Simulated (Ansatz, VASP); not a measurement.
# Cross-check of VTeSe (2H-VSeTe bilayer, 2H (AA')) between VASP and Ansatz, part 2 of 2

Aim: how closely do two programs agree when they are given the same cell, functional and k mesh? The structure shown is the start of the Ansatz relaxation below; VASP solves that cell, so the two are compared at the walk's first step.

VASP 6.6.1 and Ansatz 0.2.0.

So far: The starting structure; Ansatz: relaxation, PBE with D3(BJ), DFT+U.

## 3. VASP: single point, PBE with D3(BJ), DFT+U, start cell

Level of this step: PBE with D3(BJ), DFT+U (V d 2 eV), spin-polarised from a ferrimagnetic start; plane waves and PAW (Te, V_sv, Se) (VASP).

The same cell, functional, mesh and smearing now go to VASP, with its own data sets.

Lines of VASP's logs that name or quote its potential files are left out, and so is its time.

The input, INCAR:

```
SYSTEM = VTeSe
PREC = Accurate
ENCUT = 400
EDIFF = 1E-06
NELM = 200
ISMEAR = -1
SIGMA = 0.05
LREAL = .FALSE.
ALGO = Normal
GGA = PE
IVDW = 12
NBANDS = 35
ISPIN = 2
MAGMOM = -0.17 0.17 1.57 -1.35 -0.14 0.14
LDAU = .TRUE.
LDAUTYPE = 2
LDAUL = -1 2 -1
LDAUU = 0 2 0
LDAUJ = 0 0 0
LDAUPRINT = 1
LASPH = .TRUE.
LMAXMIX = 4
LORBIT = 11
LWAVE = .FALSE.
LCHARG = .FALSE.
ISIF = 2
LDIPOL = .TRUE.
IDIPOL = 3
DIPOL = 0.5 0.5 0.501
LVHAR = .TRUE.
GGA_COMPAT = .FALSE.
NELMDL = -8
KPAR = 2
```

The input, POSCAR:

```
VTeSe
1.0
    3.4650000000      0.0000000000      0.0000000000
   -1.7325000000      3.0007780000      0.0000000000
    0.0000000000      0.0000000000     51.7640910000
Te V Se
2 2 2
Direct
    0.3333333889      0.6666667777      0.3998911137
    0.0000000000      0.0000000000      0.5309094677
    0.0000000000      0.0000000000      0.4370992625
    0.3333333889      0.6666667777      0.5681176165
    0.3333333889      0.6666667777      0.4690905516
    0.0000000000      0.0000000000      0.6001088863
```

The input, KPOINTS:

```
Automatic mesh
0
Gamma
12 12 1
0 0 0
```

The projector-augmented-wave data sets are Te, V_sv and Se (PBE family, release 64).

Started as:

```sh
mpirun -np 2 vasp_std
```

Numbers of over 12 decimals in the logs are rounded to 6 here.

Log:

```text
[banner, memory and clock lines left out]
running    2 mpi-ranks, on    1 nodes
 distrk:  each k-point on    1 cores,    2 groups
 distr:  one band on    1 cores,    1 groups

 POSCAR found type information on POSCAR TeV Se
 POSCAR found :  3 types and       6 ions
 LDA part: xc-table for (Slater+PW92), standard interpolation
|                                                                             |
|           W    W    AA    RRRRR   N    N  II  N    N   GGGG   !!!           |
|           W    W   A  A   R    R  NN   N  II  NN   N  G    G  !!!           |
|           W    W  A    A  R    R  N N  N  II  N N  N  G       !!!           |
|           W WW W  AAAAAA  RRRRR   N  N N  II  N  N N  G  GGG   !            |
|           WW  WW  A    A  R   R   N   NN  II  N   NN  G    G                |
|           W    W  A    A  R    R  N    N  II  N    N   GGGG   !!!           |
|                                                                             |
|     One of the lattice vectors is very long (>50 A), but AMIN is rather     |
|     large. This can spoil convergence since charge sloshing might occur     |
|     along the long lattice vector. If problems with convergence are         |
|     observed, try to decrease AMIN to a smaller value (e.g. 0.01).          |
|     Note: This warning only applies if the self-consistency cycle is        |
|     used.                                                                   |
|                                                                             |

 POSCAR, INCAR and KPOINTS ok, starting setup
 FFT: planning ... GRIDC
 FFT: planning ... GRID_SOFT
 FFT: planning ... GRID
 WAVECAR not read
 entering main loop
       N       E                     dE             d eps       ncg     rms          rms(c)
DAV:   1     0.348887824780E+03    0.34889E+03   -0.20788E+04  3452   0.863E+02
DAV:   2    -0.477884595856E+01   -0.35367E+03   -0.34423E+03  3505   0.255E+02
DAV:   3    -0.345831294801E+02   -0.29804E+02   -0.29244E+02  3278   0.677E+01
DAV:   4    -0.356983611979E+02   -0.11152E+01   -0.11068E+01  3522   0.136E+01
DAV:   5    -0.357332977701E+02   -0.34937E-01   -0.34892E-01  3561   0.228E+00
DAV:   6    -0.357339534467E+02   -0.65568E-03   -0.65518E-03  3543   0.293E-01
DAV:   7    -0.357339748788E+02   -0.21432E-04   -0.21428E-04  3612   0.509E-02
DAV:   8    -0.357339756936E+02   -0.81480E-06   -0.81454E-06  2986   0.900E-03    0.252E+01
DAV:   9    -0.463732121827E+02   -0.10639E+02   -0.53253E+01  3164   0.578E+01    0.445E+01
DAV:  10    -0.326134837737E+02    0.13760E+02   -0.87731E+01  3237   0.763E+01    0.168E+01
DAV:  11    -0.313931203367E+02    0.12204E+01   -0.96873E+00  2960   0.132E+01    0.109E+01
DAV:  12    -0.364617576891E+02   -0.50686E+01   -0.29694E+01  3436   0.179E+01    0.231E+01
DAV:  13    -0.300205913506E+02    0.64412E+01   -0.30839E+01  3605   0.177E+01    0.407E+00
DAV:  14    -0.301397691519E+02   -0.11918E+00   -0.38309E+00  3317   0.745E+00    0.605E+00
[...]
DAV:  54    -0.301612144218E+02   -0.17276E-05   -0.31760E-08  1498   0.889E-04    0.482E-04
DAV:  55    -0.301612186710E+02   -0.42491E-05   -0.32250E-08  1564   0.776E-04    0.257E-04
DAV:  56    -0.301612243463E+02   -0.56753E-05   -0.15878E-08  1500   0.432E-04    0.176E-04
DAV:  57    -0.301612275406E+02   -0.31943E-05   -0.83135E-09  1463   0.334E-04    0.139E-04
DAV:  58    -0.301612301667E+02   -0.26261E-05   -0.90986E-09  1554   0.237E-04    0.140E-04
DAV:  59    -0.301612315014E+02   -0.13347E-05   -0.39606E-09  1466   0.208E-04    0.932E-05
DAV:  60    -0.301612327195E+02   -0.12181E-05   -0.30756E-09  1464   0.169E-04    0.657E-05
DAV:  61    -0.301612332168E+02   -0.49727E-06   -0.16327E-09  1443   0.148E-04
   1 F= -.32490479E+02 E0= -.32481767E+02  d E =-.174239E-01  mag=     0.1495
```

Parts of OUTCAR (step 3):

```text
ion  position               nearest neighbor table
   1  0.333  0.667  0.400-   3 2.78   3 2.78   3 2.78
   2  0.000  0.000  0.531-   4 2.78   4 2.78   4 2.78
   3  0.000  0.000  0.437-   5 2.60   5 2.60   5 2.60   1 2.78   1 2.78   1 2.78
   4  0.333  0.667  0.568-   6 2.60   6 2.60   6 2.60   2 2.78   2 2.78   2 2.78
   5  0.333  0.667  0.469-   3 2.60   3 2.60   3 2.60
   6  0.000  0.000  0.600-   4 2.60   4 2.60   4 2.60

  LATTYP: Found a hexagonal cell.
 ALAT       =     3.4650000000
 C/A-ratio  =    14.9391316017

 Subroutine GETGRP returns: Found  6 space group operations
 (whereof  6 operations were pure point group operations)

The static configuration has the point symmetry C_3v.

 Found     19 irreducible k-points:

   k-points           NKPTS =     19   k-points in BZ     NKDIM =     19   number of bands    NBANDS=     35

   dimension x,y,z NGX =    24 NGY =   24 NGZ =  350
   dimension x,y,z NGXF=    48 NGYF=   48 NGZF=  700

   ENCUT  =  400.0 eV  29.40 Ry    5.42 a.u.   5.65  5.65 84.41*2*pi/ulx,y,z

   NELECT =      50.0000    total number of electrons

 k-points in reciprocal lattice and weights: Automatic mesh
   0.00000000  0.00000000  0.00000000       0.007
   0.08333333  0.00000000  0.00000000       0.042
   0.16666667  0.00000000  0.00000000       0.042
   0.25000000  0.00000000  0.00000000       0.042
   0.33333333  0.00000000  0.00000000       0.042
   0.41666667  0.00000000  0.00000000       0.042
   0.50000000  0.00000000  0.00000000       0.021
   0.08333333  0.08333333  0.00000000       0.042
   0.16666667  0.08333333  0.00000000       0.083
[...]
0.33333333  0.25000000  0.00000000       0.083
   0.33333333  0.33333333  0.00000000       0.014

atom =   3  type =  2  l = 2

 onsite density matrix

spin component  1

  0.4560 -0.0000 -0.0000  0.0231  0.0000
 -0.0000  0.4041 -0.0000 -0.0000  0.0231
 -0.0000 -0.0000  0.5433  0.0000 -0.0000
  0.0231 -0.0000  0.0000  0.4041 -0.0000
  0.0000  0.0231 -0.0000 -0.0000  0.4560

spin component  2

  0.0964  0.0000  0.0000 -0.0132 -0.0000
  0.0000  0.2376  0.0000 -0.0000 -0.0132
  0.0000  0.0000  0.0483  0.0000 -0.0000
 -0.0132 -0.0000  0.0000  0.2376 -0.0000
 -0.0000 -0.0132 -0.0000 -0.0000  0.0964

 occupancies and eigenvectors

  o =  0.0483  v =  0.0000  0.0000  0.0000  0.0000  0.0000 -0.0000  0.0000  1.0000  0.0000  0.0000      0.0000  0.0000  0.0000  0.0000  0.0000  0.0000  0.0000  0.0000  0.0000  0.0000
  o =  0.0951  v =  0.0000  0.0000  0.0000  0.0000  0.0000 -0.0000 -0.0920  0.0000  0.0000 -0.9958      0.0000  0.0000  0.0000  0.0000  0.0000  0.0000  0.0000  0.0000  0.0000  0.0000
  o =  0.0951  v =  0.0000  0.0000  0.0000  0.0000  0.0000 -0.9958 -0.0000 -0.0000 -0.0920  0.0000      0.0000  0.0000  0.0000  0.0000  0.0000  0.0000  0.0000  0.0000  0.0000  0.0000
  o =  0.2388  v =  0.0000  0.0000  0.0000  0.0000  0.0000  0.0000 -0.9958 -0.0000  0.0000  0.0920      0.0000  0.0000  0.0000  0.0000  0.0000  0.0000  0.0000  0.0000  0.0000  0.0000
  o =  0.2388  v =  0.0000  0.0000  0.0000  0.0000  0.0000 -0.0920  0.0000  0.0000  0.9958  0.0000      0.0000  0.0000  0.0000  0.0000  0.0000  0.0000  0.0000  0.0000  0.0000  0.0000
  o =  0.3953  v =  0.0000 -0.9347  0.0000 -0.0000  0.3553  0.0000  0.0000  0.0000  0.0000  0.0000      0.0000  0.0000  0.0000  0.0000  0.0000  0.0000  0.0000  0.0000  0.0000  0.0000
  o =  0.3953  v = -0.3553 -0.0000  0.0000  0.9347  0.0000  0.0000  0.0000  0.0000  0.0000  0.0000      0.0000  0.0000  0.0000  0.0000  0.0000  0.0000  0.0000  0.0000  0.0000  0.0000
  o =  0.4647  v =  0.0000 -0.3553 -0.0000  0.0000 -0.9347  0.0000  0.0000  0.0000  0.0000  0.0000      0.0000  0.0000  0.0000  0.0000  0.0000  0.0000  0.0000  0.0000  0.0000  0.0000
  o =  0.4647  v = -0.9347 -0.0000 -0.0000 -0.3553 -0.0000  0.0000  0.0000  0.0000  0.0000  0.0000      0.0000  0.0000  0.0000  0.0000  0.0000  0.0000  0.0000  0.0000  0.0000  0.0000
  o =  0.5433  v =  0.0000  0.0000 -1.0000  0.0000  0.0000  0.0000  0.0000  0.0000  0.0000  0.0000      0.0000  0.0000  0.0000  0.0000  0.0000  0.0000  0.0000  0.0000  0.0000  0.0000

atom =   4  type =  2  l = 2

 onsite density matrix

spin component  1

  0.1022  0.0000  0.0000  0.0126  0.0000
  0.0000  0.2596 -0.0000  0.0000  0.0126
  0.0000 -0.0000  0.0532 -0.0000 -0.0000
  0.0126  0.0000 -0.0000  0.2596  0.0000
  0.0000  0.0126 -0.0000  0.0000  0.1022

spin component  2

  0.4658  0.0000 -0.0000 -0.0272  0.0000
  0.0000  0.4238  0.0000 -0.0000 -0.0272
 -0.0000  0.0000  0.4129  0.0000 -0.0000
 -0.0272 -0.0000  0.0000  0.4238 -0.0000
  0.0000 -0.0272 -0.0000 -0.0000  0.4658

 occupancies and eigenvectors

[...]
o =  0.1012  v = -0.9968  0.0000  0.0000  0.0794 -0.0000  0.0000  0.0000  0.0000  0.0000  0.0000      0.0000  0.0000  0.0000  0.0000  0.0000  0.0000  0.0000  0.0000  0.0000  0.0000
  o =  0.2606  v = -0.0000 -0.9968  0.0000 -0.0000 -0.0794  0.0000  0.0000  0.0000  0.0000  0.0000      0.0000  0.0000  0.0000  0.0000  0.0000  0.0000  0.0000  0.0000  0.0000  0.0000
  o =  0.2606  v = -0.0794  0.0000 -0.0000 -0.9968  0.0000  0.0000  0.0000  0.0000  0.0000  0.0000      0.0000  0.0000  0.0000  0.0000  0.0000  0.0000  0.0000  0.0000  0.0000  0.0000
  o =  0.4105  v =  0.0000  0.0000  0.0000  0.0000  0.0000 -0.0000 -0.8979 -0.0000 -0.0000 -0.4403      0.0000  0.0000  0.0000  0.0000  0.0000  0.0000  0.0000  0.0000  0.0000  0.0000
  o =  0.4105  v =  0.0000  0.0000  0.0000  0.0000  0.0000 -0.4403  0.0000  0.0000 -0.8979  0.0000      0.0000  0.0000  0.0000  0.0000  0.0000  0.0000  0.0000  0.0000  0.0000  0.0000
  o =  0.4129  v =  0.0000  0.0000  0.0000  0.0000  0.0000  0.0000  0.0000 -1.0000  0.0000  0.0000      0.0000  0.0000  0.0000  0.0000  0.0000  0.0000  0.0000  0.0000  0.0000  0.0000
  o =  0.4792  v =  0.0000  0.0000  0.0000  0.0000  0.0000 -0.0000  0.4403  0.0000  0.0000 -0.8979      0.0000  0.0000  0.0000  0.0000  0.0000  0.0000  0.0000  0.0000  0.0000  0.0000
  o =  0.4792  v =  0.0000  0.0000  0.0000  0.0000  0.0000 -0.8979 -0.0000 -0.0000  0.4403  0.0000      0.0000  0.0000  0.0000  0.0000  0.0000  0.0000  0.0000  0.0000  0.0000  0.0000

 dipolmoment           0.000000      0.000000      0.039021 electrons x Angstroem

 average (electrostatic) potential at core
       1 -96.4067       2 -96.4383       3 -83.0158       4 -83.1201       5 -60.1276
       6 -60.0980

 E-fermi :  -1.9367

 spin component 1
 k-point     1 :       0.0000    0.0000    0.0000
  band No.  band energies     occupation
    ...
     19      -2.8220      1.00000
     20      -2.8220      1.00000
     21      -2.7867      1.00000
     22      -2.7867      1.00000
     23      -2.5557      1.00000
     24      -1.7752      0.03805
     25      -1.7751      0.03805
     26      -0.8878      0.00000
     27      -0.0865      0.00000
     28      -0.0865      0.00000
    ...

 k-point     2 :       0.0833    0.0000    0.0000
  band No.  band energies     occupation
    ...
     20      -2.9322      1.00000
     21      -2.9012      1.00000
     22      -2.8185      1.00000
     23      -2.5567      1.00000
     24      -2.0705      0.93567
     25      -1.8686      0.20393
     26      -0.9236      0.00000
     27      -0.3640      0.00000
     28      -0.1479      0.00000
     29       0.2175      0.00000
    ...

 k-point     3 :       0.1667    0.0000    0.0000
  band No.  band energies     occupation
    ...
     21      -3.0760      1.00000
     22      -2.9523      1.00000
     23      -2.9375      1.00000
     24      -2.7129      1.00000
     25      -2.0622      0.92494
     26      -1.1027      0.00000
     27      -0.9121      0.00000
     28      -0.5873      0.00000
     29      -0.3945      0.00000
     30       0.0533      0.00000
    ...

 k-point     4 :       0.2500    0.0000    0.0000
  band No.  band energies     occupation
    ...
     21      -3.4664      1.00000
     22      -3.1545      1.00000
     23      -3.1306      1.00000
     24      -3.0142      1.00000
     25      -2.2419      0.99777
     26      -1.5449      0.00040
     27      -1.2642      0.00000
     28      -0.8140      0.00000
     29      -0.6920      0.00000
     30       0.0888      0.00000
    ...

 k-point     5 :       0.3333    0.0000    0.0000
  band No.  band energies     occupation
    ...
     21      -3.5115      1.00000
     22      -3.3945      1.00000
     23      -3.2036      1.00000
     24      -2.9612      1.00000
     25      -2.3897      0.99988
     26      -1.7154      0.01183
     27      -1.4900      0.00013
     28      -1.2474      0.00000
     29      -0.5007      0.00000
     30       0.2358      0.00000
    ...

 k-point     6 :       0.4167    0.0000    0.0000
  band No.  band energies     occupation
    ...
     21      -3.5703      1.00000
     22      -3.5181      1.00000
     23      -3.2469      1.00000
     24      -2.7623      1.00000
     25      -2.4887      0.99998
     26      -1.7388      0.01875
     27      -1.5994      0.00118
     28      -1.5838      0.00086
     29      -0.2362      0.00000
     30       0.2678      0.00000
    ...

 Edisp (eV)   -2.32925

  Total      -2.61639    -2.61639    -7.87440     0.00000     0.00000     0.00000
  in kB      -7.78838    -7.78838   -23.44025     0.00000     0.00000     0.00000
  external pressure =      -13.01 kB  Pullay stress =        0.00 kB

  energy-cutoff  :      400.00
  volume of cell :      538.23
      direct lattice vectors                 reciprocal lattice vectors
     3.465000000  0.000000000  0.000000000     0.288600289  0.166623456  0.000000000
    -1.732500000  3.000778000  0.000000000     0.000000000  0.333246911  0.000000000
     0.000000000  0.000000000 51.764091000     0.000000000  0.000000000  0.019318411

 POSITION                                       TOTAL-FORCE (eV/Angst)
 -----------------------------------------------------------------------------------
      0.00000      2.00052     20.70000         0.000000      0.000000      0.723948
      0.00000      0.00000     27.48205         0.000000     -0.000000      0.692106
      0.00000      0.00000     22.62605         0.000000      0.000000      0.662978
      0.00000      2.00052     29.40809        -0.000000      0.000000      0.594101
      0.00000      2.00052     24.28205         0.000000      0.000000     -1.323728
      0.00000      0.00000     31.06409         0.000000      0.000000     -1.349406
 -----------------------------------------------------------------------------------
    total drift:                               -0.000000     -0.000836     -0.001043

  FREE ENERGIE OF THE ION-ELECTRON SYSTEM (eV)
  ---------------------------------------------------
  free  energy   TOTEN  =       -32.4904794307 eV

  energy  without entropy=      -32.4730555080  energy(sigma->0) =      -32.48176747

 vacuum level on the upper side and lower side of the slab         3.219         2.540

 total charge
# of ion       s       p       d       tot
------------------------------------------
    1        1.394   1.956   0.044   3.394
    2        1.401   1.935   0.048   3.384
    3        2.210   6.152   2.956  11.318
    4        2.211   6.154   2.945  11.310
    5        1.477   2.299   0.035   3.810
    6        1.479   2.287   0.033   3.799
--------------------------------------------------
tot         10.172  20.782   6.062  37.015

 magnetization (x)
# of ion       s       p       d       tot
------------------------------------------
    1       -0.008  -0.182   0.001  -0.189
    2        0.005   0.185  -0.001   0.188
    3        0.018   0.012   1.540   1.570
    4       -0.015  -0.011  -1.409  -1.435
    5       -0.003  -0.173   0.006  -0.170
    6        0.005   0.173  -0.005   0.173
--------------------------------------------------
tot          0.001   0.004   0.132   0.137

[... 6 further parts left out ...]
```

The magnetic state follows from one typed start and may not be the lowest.

## 4. Differences

Known differences besides the potentials themselves: VASP starts from the moments at which Ansatz ended; U acts on the PAW sphere in VASP and on atomic orbitals in Ansatz, so only states and trends compare; Ansatz cuts the interaction across the vacuum, VASP repeats the sheet with a dipole correction; the data sets hold 90 valence electrons in Ansatz (on its default PAW (the set named soft_2) files) and 50 in VASP; the cutoff is 420 eV in Ansatz and 400 eV in VASP. Total energies have different zeros and are not compared.

Forces (eV/Å; atoms numbered as in POSCAR):

```
atom        Ansatz x, y, z          VASP x, y, z
 Te1   0.000, 0.000, 0.405   0.000, 0.000, 0.724
 Te2   0.000, 0.000, 0.344   0.000, 0.000, 0.692
  V3   0.000, 0.000, 0.921   0.000, 0.000, 0.663
  V4   0.000, 0.000, 0.894   0.000, 0.000, 0.594
 Se5  0.000, 0.000, -1.257  0.000, 0.000, -1.324
 Se6  0.000, 0.000, -1.308  0.000, 0.000, -1.349
```

The forces differ by 146 meV/Å r.m.s., which is 26.8 % of the r.m.s. force of 0.546 eV/Å (both taken over all components). Moments aren't recorded for both runs of this pair, so they may hold unlike magnetic states. With vacuum in the cell, a pressure given here is an average over mostly empty space and none of the material.

## 5. Summary of results

```json
{
 "r.m.s. force difference (single point, PBE with D3(BJ), DFT+U, start cell)": "27 % of the r.m.s. force"
}
```

**Reading.** The r.m.s. force difference is 27 % of the r.m.s. force (single point, PBE with D3(BJ), DFT+U, start cell). The data sets hold unlike numbers of valence electrons (90 in Ansatz and 50 in VASP), so part of the differences comes from the potentials. What causes the difference of the single point, PBE with D3(BJ), DFT+U, start cell pair stays open here. 1 further run of this series is not shown here. How closely two codes agree says nothing of how well the functional describes the real material.

[Lines on the potential files, build, host, timing and source positions are cut from VASP's logs without a mark.]

[Logs are printed without paths, hosts, clocks, repeated set-up lines and the standing remarks that a program may print on its own settings, such as how far it seeks lower states.]

[Hosts, paths, dates, database ids (printed as entryN), source tags and the programs' standing remarks are cut or masked in the printed files.]
